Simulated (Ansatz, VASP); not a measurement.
# Two plane-wave programs on KNaICl

INCAR

```
PREC = Accurate
ENCUT = 520
EDIFF = 1E-6
ISMEAR = 0
SIGMA = 0.05
LREAL = F
LASPH = T
NELM = 60
ALGO = Normal
ISIF = 2
LWAVE = F
LCHARG = F
GGA = CA
NBANDS = 23
```

Contents of KPOINTS:

```
Automatic mesh
0
Gamma
  6 6 4
```

File POSCAR:

```
KNaICl
1.0
    3.6868542044      0.0000000000      0.0000000000
    0.0000000000      4.6373527395      0.0000000000
    0.0000000000      0.0000000000      6.9758314978
K Na I Cl
1 1 1 1
Direct
    0.5000000000      0.5000000000      0.5000000000
    0.0000000000      0.0000000000      0.0000000000
    0.5000000000      0.5000000000      0.0000000000
    0.0000000000      0.0000000000      0.5000000000
```

Input for Ansatz:

```yaml
crystal:
  lattice:
    - [3.6868542044, 0.0, 0.0]
    - [0.0, 4.6373527395, 0.0]
    - [0.0, 0.0, 6.9758314978]
  atoms:
    - { symbol: K, position: [0.5, 0.5, 0.5] }
    - { symbol: Na, position: [0.0, 0.0, 0.0] }
    - { symbol: I, position: [0.5, 0.5, 0.0] }
    - { symbol: Cl, position: [0.0, 0.0, 0.5] }
basis:
  ecutwfc: 520.0
kpoints:
  mp_grid: { grid: [6, 6, 4] }
hamiltonian:
  xc: lda
  pseudopotentials: { kind: paw }
scf:
  occupations: { method: gaussian, width: 0.05 }
output:
  forces: true
  stress: true
  eigenvalues: true
```

Change from the starting cell: strain +e along x and -e along y -0.1100, strain +e along z and -e/2 along x and y +0.0733.

Alike in both runs: task single point; functional LDA; k mesh 6 × 6 × 4; occupations gaussian, width 0.05 eV; no spin polarisation.

|  | VASP | Ansatz |
| --- | --- | --- |
| version | VASP 6.6.1 | Ansatz 0.2.0 |
| potentials or method | VASP PAW LDA potentials, release 64 (K_sv, Na_pv, I, Cl) | scalar-relativistic, plane waves, PAW |
| plane-wave cutoff (eV) | 520 | 520 |
| valence electrons in the cell | 30 | 42 |

|  | VASP | Ansatz | Ansatz less VASP |
| --- | --- | --- | --- |
| gap on the k mesh at the Fermi level (eV) | 2.66 | 2.66 | -0.003 |
| least direct gap on the mesh (eV) | 2.68 | 2.67 | -0.003 |
| pressure (GPa) | 1.4 | 1.4 | -0.07 |
| largest component of the traceless stress (GPa) | 4.39 | 4.37 | -0.012 |

The two sets of potentials don't hold the same shells in valence.

Caveats: spin-orbit coupling is left out, which moves the levels of the heavy elements. A k mesh can miss the band edges.
